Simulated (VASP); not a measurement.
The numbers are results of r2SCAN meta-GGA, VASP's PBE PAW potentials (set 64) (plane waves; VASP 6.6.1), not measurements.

The input files of a VASP run:

File KPOINTS:
```
K-points
0
Gamma
  12 12 8
```

INCAR:
```
SYSTEM = TiAl
PREC = Accurate; ENCUT = 400; LREAL = .False.
LASPH = .True.
EDIFF = 1E-8; NELM = 100; ALGO = Normal
LMAXMIX = 4; LMIXTAU = .True.
ISMEAR = 1; SIGMA = 0.1
METAGGA = R2SCAN
IBRION = 1; NSW = 30; ISIF = 2
EDIFFG = -0.001
LWAVE = .False.; LCHARG = .False.
```

### POSCAR
```
TiAl
1.0
  2.8135202969   0.0000000000   0.0000000000
  0.0000000000   2.8135202969   0.0000000000
  0.0000000000   0.0000000000   4.0520639850
Ti Al
1 1
Cartesian
  1.4067601485   1.4067601485   2.0260319925
  0.0000000000   2.8135202969   0.0000000000
```

POTCAR, in this order: Ti_sv Al (PBE.64 set). Program: vasp_std.

The resulting files:

### OUTCAR
```
 ion  position               nearest neighbor table
   1  0.500  0.500  0.500-   2 2.84   2 2.84   2 2.84   2 2.84   2 2.84   2 2.84   2 2.84   2 2.84
  LATTYP: Found a simple tetragonal cell.
 ALAT       =     2.8135202969
 C/A-ratio  =     1.4402113926
 Subroutine PRICEL returns:
 Original cell was already a primitive cell.
 Subroutine GETGRP returns: Found 16 space group operations
The static configuration has the point symmetry D_4h.
The dynamic configuration has the point symmetry D_4h.
 Subroutine INISYM returns: Found 16 space group operations
 Subroutine IBZKPT returns following result:
 Found    140 irreducible k-points:

 Following reciprocal coordinates:
            Coordinates               Weight
  0.000000  0.000000  0.000000      1.000000
  0.083333  0.000000  0.000000      4.000000
  0.166667  0.000000  0.000000      4.000000
  0.250000  0.000000  0.000000      4.000000
  0.333333  0.000000  0.000000      4.000000
  0.416667  0.000000  0.000000      4.000000
  0.500000  0.000000  0.000000      2.000000
  0.083333  0.083333  0.000000      4.000000
  0.166667  0.083333  0.000000      8.000000
  0.250000  0.083333  0.000000      8.000000
  0.333333  0.083333  0.000000      8.000000
  0.416667  0.083333  0.000000      8.000000
  0.500000  0.083333  0.000000      4.000000
  0.166667  0.166667  0.000000      4.000000
  0.250000  0.166667  0.000000      8.000000
  0.333333  0.166667  0.000000      8.000000
  0.416667  0.166667  0.000000      8.000000
  0.500000  0.166667  0.000000      4.000000
  0.250000  0.250000  0.000000      4.000000
  0.333333  0.250000  0.000000      8.000000
  0.416667  0.250000  0.000000      8.000000
  0.500000  0.250000  0.000000      4.000000
  0.333333  0.333333  0.000000      4.000000
  0.416667  0.333333  0.000000      8.000000
  0.500000  0.333333  0.000000      4.000000
  0.416667  0.416667  0.000000      4.000000
  0.500000  0.416667  0.000000      4.000000
  0.500000  0.500000  0.000000      1.000000
  0.000000  0.000000  0.125000      2.000000
  0.083333  0.000000  0.125000      8.000000
  0.166667  0.000000  0.125000      8.000000
  0.250000  0.000000  0.125000      8.000000
  0.333333  0.000000  0.125000      8.000000
  0.416667  0.000000  0.125000      8.000000
  0.500000  0.000000  0.125000      4.000000
  0.083333  0.083333  0.125000      8.000000
  0.166667  0.083333  0.125000     16.000000
  0.250000  0.083333  0.125000     16.000000
  0.333333  0.083333  0.125000     16.000000
  0.416667  0.083333  0.125000     16.000000
   k-points           NKPTS =    140   k-points in BZ     NKDIM =    140   number of bands    NBANDS=     11
   number of dos      NEDOS =    301   number of ions     NIONS =      2
   total plane-waves  NPLWV =   9072
   dimension x,y,z NGX =    18 NGY =   18 NGZ =   28
   dimension x,y,z NGXF=    36 NGYF=   36 NGZF=   56
   ions per type =               1   1
   PREC   = accura    normal or accurate (medium, high low for compatibility)
   ISTART =      0    job   : 0-new  1-cont  2-samecut
   ICHARG =      2    charge: 1-file 2-atom 10-const
   ISPIN  =      1    spin polarized calculation?
   LNONCOLLINEAR =      F non collinear calculations
   LSORBIT =      F    spin-orbit coupling
   INIWAV =      1    electr: 0-lowe 1-rand  2-diag
   ENCUT  =  400.0 eV  29.40 Ry    5.42 a.u.   4.59  4.59  6.61*2*pi/ulx,y,z
   NELM   =    100;   NELMIN=  2; NELMDL= -5     # of ELM steps
   EDIFF  = 0.1E-07   stopping-criterion for ELM
   LREAL  =      F    real-space projection
   NLSPLINE    = F    spline interpolate recip. space projectors
   LMAXMIX     =    4 max onsite mixed and CHGCAR
...
```

File OSZICAR:
```
       N       E                     dE             d eps       ncg     rms          rms(c)
DAV:   1     0.838586046899E+02    0.83859E+02   -0.69066E+03  3099   0.118E+03
DAV:   2    -0.143233619161E+02   -0.98182E+02   -0.95452E+02  3162   0.327E+02
DAV:   3    -0.245840180219E+02   -0.10261E+02   -0.99769E+01  5730   0.922E+01
DAV:   4    -0.251946080277E+02   -0.61059E+00   -0.60700E+00  3851   0.199E+01
DAV:   5    -0.252254647010E+02   -0.30857E-01   -0.30788E-01  4518   0.410E+00    0.114E+01
DAV:   6    -0.209680318922E+02    0.42574E+01   -0.14963E+01  4394   0.557E+01    0.304E+00
DAV:   7    -0.203914318415E+02    0.57660E+00   -0.16424E+00  3610   0.156E+01    0.188E+00
DAV:   8    -0.205002783504E+02   -0.10885E+00   -0.58334E-01  3727   0.650E+00    0.122E+00
DAV:   9    -0.205537991223E+02   -0.53521E-01   -0.54429E-02  3703   0.279E+00    0.620E-01
DAV:  10    -0.205605120459E+02   -0.67129E-02   -0.13920E-01  3204   0.462E+00    0.194E-01
DAV:  11    -0.205887783015E+02   -0.28266E-01   -0.23214E-02  3173   0.170E+00    0.784E-02
DAV:  12    -0.205890577613E+02   -0.27946E-03   -0.54204E-04  3936   0.276E-01    0.582E-02
DAV:  13    -0.205887226571E+02    0.33510E-03   -0.60988E-04  3149   0.347E-01    0.345E-02
DAV:  14    -0.205891101334E+02   -0.38748E-03   -0.40945E-04  3131   0.218E-01    0.938E-03
DAV:  15    -0.205891110795E+02   -0.94610E-06   -0.89201E-06  3722   0.355E-02    0.973E-03
DAV:  16    -0.205891131048E+02   -0.20252E-05   -0.67469E-07  3555   0.101E-02    0.886E-03
DAV:  17    -0.205891127635E+02    0.34129E-06   -0.16747E-05  3467   0.299E-02    0.494E-03
DAV:  18    -0.205891137262E+02   -0.96277E-06   -0.14242E-06  4225   0.128E-02    0.583E-03
DAV:  19    -0.205891136552E+02    0.71005E-07   -0.87029E-08  3649   0.365E-03    0.493E-03
DAV:  20    -0.205891137577E+02   -0.10250E-06   -0.97078E-07  3425   0.902E-03    0.103E-03
DAV:  21    -0.205891137698E+02   -0.12084E-07   -0.90038E-08  3919   0.340E-03    0.653E-04
DAV:  22    -0.205891137699E+02   -0.74124E-10   -0.12664E-09  1666   0.401E-04
   1 F= -.20589114E+02 E0= -.20589298E+02  d E =-.205891E+02
```

**OUTCAR**
```
------------------------ aborting loop because EDIFF is reached ----------------------------------------
  FORCE on cell =-STRESS in cart. coord.  units (eV):
  Direction    XX          YY          ZZ          XY          YZ          ZX
  --------------------------------------------------------------------------------------
  Total        0.0048160      0.0048160     -0.0014569      0.0000000      0.0000000      0.0000000
  in kB        0.2405570      0.2405570     -0.0727732      0.0000000      0.0000000      0.0000000
  external PRESSURE =       0.1361136 kB  Pullay stress =       0.0000000 kB
  volume of cell :       32.08
      direct lattice vectors                 reciprocal lattice vectors
     2.813520297  0.000000000  0.000000000     0.355426617  0.000000000  0.000000000
     0.000000000  2.813520297  0.000000000     0.000000000  0.355426617  0.000000000
     0.000000000  0.000000000  4.052063985     0.000000000  0.000000000  0.246787811
 POSITION                                       TOTAL-FORCE (eV/Angst)
 -----------------------------------------------------------------------------------
      1.40676      1.40676      2.02603         0.000000      0.000000      0.000000
      0.00000      0.00000      0.00000         0.000000      0.000000      0.000000
 -----------------------------------------------------------------------------------
    total drift:                                0.000000     -0.000000     -0.000000
  FREE ENERGIE OF THE ION-ELECTRON SYSTEM (eV)
  ---------------------------------------------------
  free  energy   TOTEN  =       -20.5891137699 eV

  energy  without entropy=      -20.5896676283  energy(sigma->0) =      -20.58929839

 reached required accuracy - stopping structural energy minimisation
```
(Selected blocks of OUTCAR.)

**OUTCAR**
```
 val. band max:        8.4085171679   @ k =   0.4167   0.4167   0.0000

 cond. band min:       8.4508619573   @ k =   0.4167   0.1667   0.3750


 Fermi energy:         8.4152873455

 k-point     1 :       0.0000    0.0000    0.0000
  band No.  band energies     occupation
      1     -50.4961      2.00000
      2     -25.8776      2.00000
      3     -25.3881      2.00000
      4     -25.3881      2.00000
      5      -1.1745      2.00000
      6       6.4687      2.00000
      7       7.4726      2.00000
      8       7.9723      2.00000
      9      10.8244      0.00000
     10      10.8244      0.00000
     11      12.1712      0.00000

 k-point     2 :       0.0833    0.0000    0.0000
  band No.  band energies     occupation
      1     -50.4917      2.00000
      2     -25.8733      2.00000
      3     -25.4239      2.00000
      4     -25.3851      2.00000
      5      -1.0292      2.00000
      6       6.5851      2.00000
      7       7.5257      2.00000
      8       7.8609      2.00000
      9      10.8489      0.00000
     10      10.9664      0.00000
     11      12.0290      0.00000

 k-point     3 :       0.1667    0.0000    0.0000
  band No.  band energies     occupation
      1     -50.4800      2.00000
      2     -25.8617      2.00000
      3     -25.5208      2.00000
      4     -25.3770      2.00000
      5      -0.5987      2.00000
      6       6.8912      2.00000
      7       7.5825      2.00000
      8       7.6147      2.00000
      9      10.9159      0.00000
     10      11.3565      0.00000
     11      11.6732      0.00000

 k-point     4 :       0.2500    0.0000    0.0000
  band No.  band energies     occupation
      1     -50.4639      2.00000
      2     -25.8458      2.00000
      3     -25.6515      2.00000
      4     -25.3658      2.00000
      5       0.1025      2.00000
      6       7.1892      2.00000
      7       7.2434      2.00000
      8       7.5261      2.00000
      9      11.0094      0.00000
...
```

The structure comes from a computed database's TiAl entry (P4/mmm); how it stands against other phases isn't given here. It was relaxed first. The start is the result of an earlier pass. The electron count is odd and the run is not spin-polarised, which forces a metal.
